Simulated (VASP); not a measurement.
Wanted: the native input for a VASP 6.6.1 run.

| Item | Value |
| --- | --- |
| Task | relaxation of cell and atoms |
| Functional | PBE |
| Potentials or basis | VASP PAW PBE potentials, release 64 (Ga_d, F) |
| Cutoff | 600 eV |
| k mesh | 7 × 7 × 7 |
| Occupations | gaussian, width 0.05 eV |
| Spin | no spin polarisation |
| Further INCAR settings | ALGO = Normal; EDIFF = 1e-06; IBRION = 2; EDIFFG = -0.005; NSW = 40; ISIF = 3 |

The structure of Ga3F lies in POSCAR:

```
Ga3F
1.0
    4.0807695100      0.0000000000      0.0000000000
    0.0000000000      4.0807695100      0.0000000000
    0.0000000000      0.0000000000      4.0807695100
Ga F
3 1
Direct
    0.5000000000      0.5000000000      0.0000000000
    0.5000000000      0.0000000000      0.5000000000
    0.0000000000      0.5000000000      0.5000000000
    0.0000000000      0.0000000000      0.0000000000
```

The cell was built by a generator and needn't be a form met in nature.

One way to write it, as run:

INCAR

```
SYSTEM = Ga3F
  PREC = Accurate
  ENCUT = 600
  EDIFF = 1E-6
  ISMEAR = 0
  SIGMA = 0.05
  LREAL = .False.
  LASPH = .True.
  NELM = 80
  ALGO = Normal
  ISIF = 3
  LWAVE = .False.
  LCHARG = .False.
  GGA = PE
  IBRION = 2
  NSW = 40
  EDIFFG = -0.005
```

KPOINTS

```
regular mesh
0
Gamma
  7 7 7
  0 0 0
```

Potentials or basis: VASP PAW PBE potentials, release 64 (Ga_d, F).

The run is started by

```bash
$ cat potpaw_PBE.64/Ga_d/POTCAR potpaw_PBE.64/F/POTCAR > POTCAR
$ mpirun -np 1 vasp_std > vasp.out
```

Results of the run:

```json
{
 "Relaxed volume": "17.50 Å³/atom",
 "Relaxed cell": "a = 4.121 Å, b = 4.121 Å, c = 4.121 Å, α = 90.00°, β = 90.00°, γ = 90.00°",
 "Space group after relaxing (to 0.05 Å)": "Pm-3m (No. 221)",
 "Energy gained by relaxing": "2.4 meV/atom",
 "Ionic steps": "5",
 "Pressure after relaxing": "0.0 GPa",
 "Band gap on the k mesh": "none (metal or under the smearing width)"
}
```

It took 56 s on 1 thread of Intel(R) Xeon(R) 6975P-C (Granite Rapids), with other jobs on the host, peak memory 0.22 GiB.
